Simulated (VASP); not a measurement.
Input:

```
CELL_PARAMETERS angstrom
      0.00000     2.86786     2.86786
      2.86786     0.00000     2.86786
      2.86786     2.86786     0.00000
ATOMIC_POSITIONS crystal
  Ga 0.00000 0.00000 0.00000
  As 0.25000 0.25000 0.25000
```

Method: vdW-DF-cx, VASP's PBE PAW potentials (set 64) (plane waves; VASP). Numerical set-up: 520 eV cut-off, 8×8×8 Γ-centred mesh, Gaussian smearing of 0.050 eV, potentials Ga_d As.

Question: Give the stress tensor in GPa (positive for a compressed cell).

Answer: 
```
-1.85   0.00   0.00
 0.00  -1.85   0.00
 0.00   0.00  -1.85
```
The pressure is its mean diagonal, -1.85 GPa.

The compound is GaAs in the zinc blende structure. This cell is one point of a volume scan, at 1.03 of the reference volume.
